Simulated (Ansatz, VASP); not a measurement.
# Sn: VASP beside Ansatz, part 2 of 5

Aim: how closely do two programs agree when they are given the same cell, functional and k mesh? The structure shown is the end of the Ansatz relaxation below.

VASP 6.6.1 and Ansatz 0.2.0.

So far: Set-up; Ansatz: relaxation, PBEsol.

### 3. VASP: single point, PBEsol, pair 1

Level of this step: PBEsol; plane waves and PAW (Sn_d) (VASP).

The same cell, functional, mesh and smearing now go to VASP, with its own data sets.

Lines of VASP's logs that name or quote its potential files are left out, and so is its time.

Input file INCAR:

```
SYSTEM = Sn
PREC = Accurate
ENCUT = 500
EDIFF = 1E-06
NELM = 120
ISMEAR = 0
SIGMA = 0.015
LREAL = .FALSE.
ALGO = Normal
GGA = PS
NBANDS = 20
LORBIT = 11
LWAVE = .FALSE.
LCHARG = .FALSE.
ISIF = 2
ISYM = 2
LASPH = .TRUE.
GGA_COMPAT = .FALSE.
KPAR = 2
```

Input file POSCAR:

```
Sn
1.0
    0.0000000000      3.2806365752      3.2369705286
    3.2806365752      0.0000000000      3.2369705286
    3.2806365752      3.2806365752      0.0000000000
Sn
2
Direct
    0.4999235156      0.4999235156      0.4999632647
    0.7500764844      0.7500764844      0.7500367353
```

Input file KPOINTS:

```
Points of the shifted mesh
1728
Reciprocal
 0.0416666667  0.0416666667  0.0416666667 1
 0.0416666667  0.0416666667  0.1250000000 1
 0.0416666667  0.0416666667  0.2083333333 1
 0.0416666667  0.0416666667  0.2916666667 1
 0.0416666667  0.0416666667  0.3750000000 1
 0.0416666667  0.0416666667  0.4583333333 1
 0.0416666667  0.0416666667  0.5416666667 1
 0.0416666667  0.0416666667  0.6250000000 1
 0.0416666667  0.0416666667  0.7083333333 1
 0.0416666667  0.0416666667  0.7916666667 1
 0.0416666667  0.0416666667  0.8750000000 1
 0.0416666667  0.0416666667  0.9583333333 1
 0.0416666667  0.1250000000  0.0416666667 1
 0.0416666667  0.1250000000  0.1250000000 1
 0.0416666667  0.1250000000  0.2083333333 1
 0.0416666667  0.1250000000  0.2916666667 1
 0.0416666667  0.1250000000  0.3750000000 1
 0.0416666667  0.1250000000  0.4583333333 1
 0.0416666667  0.1250000000  0.5416666667 1
 0.0416666667  0.1250000000  0.6250000000 1
 0.0416666667  0.1250000000  0.7083333333 1
 0.0416666667  0.1250000000  0.7916666667 1
 0.0416666667  0.1250000000  0.8750000000 1
 0.0416666667  0.1250000000  0.9583333333 1
 0.0416666667  0.2083333333  0.0416666667 1
 0.0416666667  0.2083333333  0.1250000000 1
 0.0416666667  0.2083333333  0.2083333333 1
 0.0416666667  0.2083333333  0.2916666667 1
 0.0416666667  0.2083333333  0.3750000000 1
 0.0416666667  0.2083333333  0.4583333333 1
 0.0416666667  0.2083333333  0.5416666667 1
 0.0416666667  0.2083333333  0.6250000000 1
 0.0416666667  0.2083333333  0.7083333333 1
 0.0416666667  0.2083333333  0.7916666667 1
 0.0416666667  0.2083333333  0.8750000000 1
 0.0416666667  0.2083333333  0.9583333333 1
 0.0416666667  0.2916666667  0.0416666667 1
 0.0416666667  0.2916666667  0.1250000000 1
 0.0416666667  0.2916666667  0.2083333333 1
 0.0416666667  0.2916666667  0.2916666667 1
 0.0416666667  0.2916666667  0.3750000000 1
 0.0416666667  0.2916666667  0.4583333333 1
 0.0416666667  0.2916666667  0.5416666667 1
 0.0416666667  0.2916666667  0.6250000000 1
 0.0416666667  0.2916666667  0.7083333333 1
 0.0416666667  0.2916666667  0.7916666667 1
 0.0416666667  0.2916666667  0.8750000000 1
 0.0416666667  0.2916666667  0.9583333333 1
 0.0416666667  0.3750000000  0.0416666667 1
 0.0416666667  0.3750000000  0.1250000000 1
 0.0416666667  0.3750000000  0.2083333333 1
 0.0416666667  0.3750000000  0.2916666667 1
 0.0416666667  0.3750000000  0.3750000000 1
 0.0416666667  0.3750000000  0.4583333333 1
 0.0416666667  0.3750000000  0.5416666667 1
 0.0416666667  0.3750000000  0.6250000000 1
 0.0416666667  0.3750000000  0.7083333333 1
 0.0416666667  0.3750000000  0.7916666667 1
 0.0416666667  0.3750000000  0.8750000000 1
 0.0416666667  0.3750000000  0.9583333333 1
 0.0416666667  0.4583333333  0.0416666667 1
 0.0416666667  0.4583333333  0.1250000000 1
 0.0416666667  0.4583333333  0.2083333333 1
 0.0416666667  0.4583333333  0.2916666667 1
 0.0416666667  0.4583333333  0.3750000000 1
 0.0416666667  0.4583333333  0.4583333333 1
 0.0416666667  0.4583333333  0.5416666667 1
 0.0416666667  0.4583333333  0.6250000000 1
 0.0416666667  0.4583333333  0.7083333333 1
 0.0416666667  0.4583333333  0.7916666667 1
 0.0416666667  0.4583333333  0.8750000000 1
 0.0416666667  0.4583333333  0.9583333333 1
 0.0416666667  0.5416666667  0.0416666667 1
 0.0416666667  0.5416666667  0.1250000000 1
 0.0416666667  0.5416666667  0.2083333333 1
 0.0416666667  0.5416666667  0.2916666667 1
 0.0416666667  0.5416666667  0.3750000000 1
 0.0416666667  0.5416666667  0.4583333333 1
 0.0416666667  0.5416666667  0.5416666667 1
 0.0416666667  0.5416666667  0.6250000000 1
 0.0416666667  0.5416666667  0.7083333333 1
 0.0416666667  0.5416666667  0.7916666667 1
 0.0416666667  0.5416666667  0.8750000000 1
 0.0416666667  0.5416666667  0.9583333333 1
 0.0416666667  0.6250000000  0.0416666667 1
 0.0416666667  0.6250000000  0.1250000000 1
 0.0416666667  0.6250000000  0.2083333333 1
 0.0416666667  0.6250000000  0.2916666667 1
 0.0416666667  0.6250000000  0.3750000000 1
 0.0416666667  0.6250000000  0.4583333333 1
 0.0416666667  0.6250000000  0.5416666667 1
 0.0416666667  0.6250000000  0.6250000000 1
 0.0416666667  0.6250000000  0.7083333333 1
 0.0416666667  0.6250000000  0.7916666667 1
 0.0416666667  0.6250000000  0.8750000000 1
 0.0416666667  0.6250000000  0.9583333333 1
 0.0416666667  0.7083333333  0.0416666667 1
 0.0416666667  0.7083333333  0.1250000000 1
 0.0416666667  0.7083333333  0.2083333333 1
 0.0416666667  0.7083333333  0.2916666667 1
 0.0416666667  0.7083333333  0.3750000000 1
 0.0416666667  0.7083333333  0.4583333333 1
 0.0416666667  0.7083333333  0.5416666667 1
 0.0416666667  0.7083333333  0.6250000000 1
 0.0416666667  0.7083333333  0.7083333333 1
 0.0416666667  0.7083333333  0.7916666667 1
 0.0416666667  0.7083333333  0.8750000000 1
 0.0416666667  0.7083333333  0.9583333333 1
 0.0416666667  0.7916666667  0.0416666667 1
 0.0416666667  0.7916666667  0.1250000000 1
 0.0416666667  0.7916666667  0.2083333333 1
 0.0416666667  0.7916666667  0.2916666667 1
[... 1390 lines left out ...]
 0.8750000000  0.4583333333  0.1250000000 1
 0.8750000000  0.4583333333  0.2083333333 1
 0.8750000000  0.4583333333  0.2916666667 1
 0.8750000000  0.4583333333  0.3750000000 1
 0.8750000000  0.4583333333  0.4583333333 1
 0.8750000000  0.4583333333  0.5416666667 1
 0.8750000000  0.4583333333  0.6250000000 1
 0.8750000000  0.4583333333  0.7083333333 1
 0.8750000000  0.4583333333  0.7916666667 1
 0.8750000000  0.4583333333  0.8750000000 1
 0.8750000000  0.4583333333  0.9583333333 1
 0.8750000000  0.5416666667  0.0416666667 1
 0.8750000000  0.5416666667  0.1250000000 1
 0.8750000000  0.5416666667  0.2083333333 1
 0.8750000000  0.5416666667  0.2916666667 1
 0.8750000000  0.5416666667  0.3750000000 1
 0.8750000000  0.5416666667  0.4583333333 1
 0.8750000000  0.5416666667  0.5416666667 1
 0.8750000000  0.5416666667  0.6250000000 1
 0.8750000000  0.5416666667  0.7083333333 1
 0.8750000000  0.5416666667  0.7916666667 1
 0.8750000000  0.5416666667  0.8750000000 1
 0.8750000000  0.5416666667  0.9583333333 1
 0.8750000000  0.6250000000  0.0416666667 1
 0.8750000000  0.6250000000  0.1250000000 1
 0.8750000000  0.6250000000  0.2083333333 1
 0.8750000000  0.6250000000  0.2916666667 1
 0.8750000000  0.6250000000  0.3750000000 1
 0.8750000000  0.6250000000  0.4583333333 1
 0.8750000000  0.6250000000  0.5416666667 1
 0.8750000000  0.6250000000  0.6250000000 1
 0.8750000000  0.6250000000  0.7083333333 1
 0.8750000000  0.6250000000  0.7916666667 1
 0.8750000000  0.6250000000  0.8750000000 1
 0.8750000000  0.6250000000  0.9583333333 1
 0.8750000000  0.7083333333  0.0416666667 1
 0.8750000000  0.7083333333  0.1250000000 1
 0.8750000000  0.7083333333  0.2083333333 1
 0.8750000000  0.7083333333  0.2916666667 1
 0.8750000000  0.7083333333  0.3750000000 1
 0.8750000000  0.7083333333  0.4583333333 1
 0.8750000000  0.7083333333  0.5416666667 1
 0.8750000000  0.7083333333  0.6250000000 1
 0.8750000000  0.7083333333  0.7083333333 1
 0.8750000000  0.7083333333  0.7916666667 1
 0.8750000000  0.7083333333  0.8750000000 1
 0.8750000000  0.7083333333  0.9583333333 1
 0.8750000000  0.7916666667  0.0416666667 1
 0.8750000000  0.7916666667  0.1250000000 1
 0.8750000000  0.7916666667  0.2083333333 1
 0.8750000000  0.7916666667  0.2916666667 1
 0.8750000000  0.7916666667  0.3750000000 1
 0.8750000000  0.7916666667  0.4583333333 1
 0.8750000000  0.7916666667  0.5416666667 1
 0.8750000000  0.7916666667  0.6250000000 1
 0.8750000000  0.7916666667  0.7083333333 1
 0.8750000000  0.7916666667  0.7916666667 1
 0.8750000000  0.7916666667  0.8750000000 1
 0.8750000000  0.7916666667  0.9583333333 1
 0.8750000000  0.8750000000  0.0416666667 1
 0.8750000000  0.8750000000  0.1250000000 1
 0.8750000000  0.8750000000  0.2083333333 1
 0.8750000000  0.8750000000  0.2916666667 1
 0.8750000000  0.8750000000  0.3750000000 1
 0.8750000000  0.8750000000  0.4583333333 1
 0.8750000000  0.8750000000  0.5416666667 1
 0.8750000000  0.8750000000  0.6250000000 1
 0.8750000000  0.8750000000  0.7083333333 1
 0.8750000000  0.8750000000  0.7916666667 1
 0.8750000000  0.8750000000  0.8750000000 1
 0.8750000000  0.8750000000  0.9583333333 1
 0.8750000000  0.9583333333  0.0416666667 1
 0.8750000000  0.9583333333  0.1250000000 1
 0.8750000000  0.9583333333  0.2083333333 1
 0.8750000000  0.9583333333  0.2916666667 1
 0.8750000000  0.9583333333  0.3750000000 1
 0.8750000000  0.9583333333  0.4583333333 1
 0.8750000000  0.9583333333  0.5416666667 1
 0.8750000000  0.9583333333  0.6250000000 1
 0.8750000000  0.9583333333  0.7083333333 1
 0.8750000000  0.9583333333  0.7916666667 1
 0.8750000000  0.9583333333  0.8750000000 1
 0.8750000000  0.9583333333  0.9583333333 1
 0.9583333333  0.0416666667  0.0416666667 1
 0.9583333333  0.0416666667  0.1250000000 1
 0.9583333333  0.0416666667  0.2083333333 1
 0.9583333333  0.0416666667  0.2916666667 1
 0.9583333333  0.0416666667  0.3750000000 1
 0.9583333333  0.0416666667  0.4583333333 1
 0.9583333333  0.0416666667  0.5416666667 1
 0.9583333333  0.0416666667  0.6250000000 1
 0.9583333333  0.0416666667  0.7083333333 1
 0.9583333333  0.0416666667  0.7916666667 1
 0.9583333333  0.0416666667  0.8750000000 1
 0.9583333333  0.0416666667  0.9583333333 1
 0.9583333333  0.1250000000  0.0416666667 1
 0.9583333333  0.1250000000  0.1250000000 1
 0.9583333333  0.1250000000  0.2083333333 1
 0.9583333333  0.1250000000  0.2916666667 1
 0.9583333333  0.1250000000  0.3750000000 1
 0.9583333333  0.1250000000  0.4583333333 1
 0.9583333333  0.1250000000  0.5416666667 1
 0.9583333333  0.1250000000  0.6250000000 1
 0.9583333333  0.1250000000  0.7083333333 1
 0.9583333333  0.1250000000  0.7916666667 1
 0.9583333333  0.1250000000  0.8750000000 1
 0.9583333333  0.1250000000  0.9583333333 1
 0.9583333333  0.2083333333  0.0416666667 1
 0.9583333333  0.2083333333  0.1250000000 1
 0.9583333333  0.2083333333  0.2083333333 1
 0.9583333333  0.2083333333  0.2916666667 1
 0.9583333333  0.2083333333  0.3750000000 1
 0.9583333333  0.2083333333  0.4583333333 1
 0.9583333333  0.2083333333  0.5416666667 1
 0.9583333333  0.2083333333  0.6250000000 1
 0.9583333333  0.2083333333  0.7083333333 1
 0.9583333333  0.2083333333  0.7916666667 1
 0.9583333333  0.2083333333  0.8750000000 1
 0.9583333333  0.2083333333  0.9583333333 1
 0.9583333333  0.2916666667  0.0416666667 1
 0.9583333333  0.2916666667  0.1250000000 1
 0.9583333333  0.2916666667  0.2083333333 1
 0.9583333333  0.2916666667  0.2916666667 1
 0.9583333333  0.2916666667  0.3750000000 1
 0.9583333333  0.2916666667  0.4583333333 1
 0.9583333333  0.2916666667  0.5416666667 1
 0.9583333333  0.2916666667  0.6250000000 1
 0.9583333333  0.2916666667  0.7083333333 1
 0.9583333333  0.2916666667  0.7916666667 1
 0.9583333333  0.2916666667  0.8750000000 1
 0.9583333333  0.2916666667  0.9583333333 1
 0.9583333333  0.3750000000  0.0416666667 1
 0.9583333333  0.3750000000  0.1250000000 1
 0.9583333333  0.3750000000  0.2083333333 1
 0.9583333333  0.3750000000  0.2916666667 1
 0.9583333333  0.3750000000  0.3750000000 1
 0.9583333333  0.3750000000  0.4583333333 1
 0.9583333333  0.3750000000  0.5416666667 1
 0.9583333333  0.3750000000  0.6250000000 1
 0.9583333333  0.3750000000  0.7083333333 1
 0.9583333333  0.3750000000  0.7916666667 1
 0.9583333333  0.3750000000  0.8750000000 1
 0.9583333333  0.3750000000  0.9583333333 1
 0.9583333333  0.4583333333  0.0416666667 1
 0.9583333333  0.4583333333  0.1250000000 1
 0.9583333333  0.4583333333  0.2083333333 1
 0.9583333333  0.4583333333  0.2916666667 1
 0.9583333333  0.4583333333  0.3750000000 1
 0.9583333333  0.4583333333  0.4583333333 1
 0.9583333333  0.4583333333  0.5416666667 1
 0.9583333333  0.4583333333  0.6250000000 1
 0.9583333333  0.4583333333  0.7083333333 1
 0.9583333333  0.4583333333  0.7916666667 1
 0.9583333333  0.4583333333  0.8750000000 1
 0.9583333333  0.4583333333  0.9583333333 1
 0.9583333333  0.5416666667  0.0416666667 1
 0.9583333333  0.5416666667  0.1250000000 1
 0.9583333333  0.5416666667  0.2083333333 1
 0.9583333333  0.5416666667  0.2916666667 1
 0.9583333333  0.5416666667  0.3750000000 1
 0.9583333333  0.5416666667  0.4583333333 1
 0.9583333333  0.5416666667  0.5416666667 1
 0.9583333333  0.5416666667  0.6250000000 1
 0.9583333333  0.5416666667  0.7083333333 1
 0.9583333333  0.5416666667  0.7916666667 1
 0.9583333333  0.5416666667  0.8750000000 1
 0.9583333333  0.5416666667  0.9583333333 1
 0.9583333333  0.6250000000  0.0416666667 1
 0.9583333333  0.6250000000  0.1250000000 1
 0.9583333333  0.6250000000  0.2083333333 1
 0.9583333333  0.6250000000  0.2916666667 1
 0.9583333333  0.6250000000  0.3750000000 1
 0.9583333333  0.6250000000  0.4583333333 1
 0.9583333333  0.6250000000  0.5416666667 1
 0.9583333333  0.6250000000  0.6250000000 1
 0.9583333333  0.6250000000  0.7083333333 1
 0.9583333333  0.6250000000  0.7916666667 1
 0.9583333333  0.6250000000  0.8750000000 1
 0.9583333333  0.6250000000  0.9583333333 1
 0.9583333333  0.7083333333  0.0416666667 1
 0.9583333333  0.7083333333  0.1250000000 1
 0.9583333333  0.7083333333  0.2083333333 1
 0.9583333333  0.7083333333  0.2916666667 1
 0.9583333333  0.7083333333  0.3750000000 1
 0.9583333333  0.7083333333  0.4583333333 1
 0.9583333333  0.7083333333  0.5416666667 1
 0.9583333333  0.7083333333  0.6250000000 1
 0.9583333333  0.7083333333  0.7083333333 1
 0.9583333333  0.7083333333  0.7916666667 1
 0.9583333333  0.7083333333  0.8750000000 1
 0.9583333333  0.7083333333  0.9583333333 1
 0.9583333333  0.7916666667  0.0416666667 1
 0.9583333333  0.7916666667  0.1250000000 1
 0.9583333333  0.7916666667  0.2083333333 1
 0.9583333333  0.7916666667  0.2916666667 1
 0.9583333333  0.7916666667  0.3750000000 1
 0.9583333333  0.7916666667  0.4583333333 1
 0.9583333333  0.7916666667  0.5416666667 1
 0.9583333333  0.7916666667  0.6250000000 1
 0.9583333333  0.7916666667  0.7083333333 1
 0.9583333333  0.7916666667  0.7916666667 1
 0.9583333333  0.7916666667  0.8750000000 1
 0.9583333333  0.7916666667  0.9583333333 1
 0.9583333333  0.8750000000  0.0416666667 1
 0.9583333333  0.8750000000  0.1250000000 1
 0.9583333333  0.8750000000  0.2083333333 1
 0.9583333333  0.8750000000  0.2916666667 1
 0.9583333333  0.8750000000  0.3750000000 1
 0.9583333333  0.8750000000  0.4583333333 1
 0.9583333333  0.8750000000  0.5416666667 1
 0.9583333333  0.8750000000  0.6250000000 1
 0.9583333333  0.8750000000  0.7083333333 1
 0.9583333333  0.8750000000  0.7916666667 1
 0.9583333333  0.8750000000  0.8750000000 1
 0.9583333333  0.8750000000  0.9583333333 1
 0.9583333333  0.9583333333  0.0416666667 1
 0.9583333333  0.9583333333  0.1250000000 1
 0.9583333333  0.9583333333  0.2083333333 1
 0.9583333333  0.9583333333  0.2916666667 1
 0.9583333333  0.9583333333  0.3750000000 1
 0.9583333333  0.9583333333  0.4583333333 1
 0.9583333333  0.9583333333  0.5416666667 1
 0.9583333333  0.9583333333  0.6250000000 1
 0.9583333333  0.9583333333  0.7083333333 1
 0.9583333333  0.9583333333  0.7916666667 1
 0.9583333333  0.9583333333  0.8750000000 1
 0.9583333333  0.9583333333  0.9583333333 1
```

The projector-augmented-wave data sets are Sn_d (PBE family, release 64).

Launch:

```bash
$ mpirun -np 2 vasp_std
```

The log of the run:

```text
[banner, memory and clock lines left out]
running    2 mpi-ranks, on    1 nodes
 distrk:  each k-point on    1 cores,    2 groups
 distr:  one band on    1 cores,    1 groups

 POSCAR found type information on POSCAR Sn
 POSCAR found :  1 types and       2 ions
|                                                                             |
|               ----> ADVICE to this user running VASP <----                  |
|                                                                             |
|     You enforced a specific xc type in the INCAR file but a different       |
|     [... a line on the potential file left out ...]
|     I HOPE YOU KNOW WHAT YOU ARE DOING!                                     |
|                                                                             |

 LDA part: xc-table for (Slater+PW92), standard interpolation
 POSCAR, INCAR and KPOINTS ok, starting setup
 FFT: planning ... GRIDC
 FFT: planning ... GRID_SOFT
 FFT: planning ... GRID
 WAVECAR not read
 entering main loop
       N       E                     dE             d eps       ncg     rms          rms(c)
DAV:   1     0.220777800986E+03    0.22078E+03   -0.14771E+04 69584   0.198E+03
DAV:   2     0.147254717208E+02   -0.20605E+03   -0.20228E+03 69316   0.439E+02
DAV:   3    -0.782001534843E+01   -0.22545E+02   -0.22408E+02 78956   0.142E+02
DAV:   4    -0.853973968947E+01   -0.71972E+00   -0.71915E+00 78344   0.286E+01
DAV:   5    -0.856474036329E+01   -0.25001E-01   -0.25000E-01 94748   0.520E+00    0.319E+00
DAV:   6    -0.849656265389E+01    0.68178E-01   -0.43647E-02 93116   0.277E+00    0.180E+00
DAV:   7    -0.846377246352E+01    0.32790E-01   -0.53128E-02 78668   0.262E+00    0.165E-01
DAV:   8    -0.846470083047E+01   -0.92837E-03   -0.70243E-03 76108   0.102E+00    0.537E-02
DAV:   9    -0.846496977718E+01   -0.26895E-03   -0.35597E-04 83344   0.142E-01    0.117E-02
DAV:  10    -0.846498076324E+01   -0.10986E-04   -0.21256E-05 84576   0.419E-02    0.519E-03
DAV:  11    -0.846498248051E+01   -0.17173E-05   -0.27693E-06 60052   0.116E-02    0.615E-04
DAV:  12    -0.846498240049E+01    0.80021E-07   -0.18299E-07 47924   0.605E-03
   1 F= -.84649824E+01 E0= -.84649733E+01  d E =-.181694E-04
```

(Continued in part 3 of 5.)

[Lines on the potential files, build, host, timing and source positions are cut from VASP's logs without a mark.]

[Logs are printed without paths, hosts, clocks, repeated set-up lines and the standing remarks that a program may print on its own settings, such as how far it seeks lower states.]

[Hosts, paths, dates, database ids (printed as entryN), source tags and the programs' standing remarks are cut or masked in the printed files.]
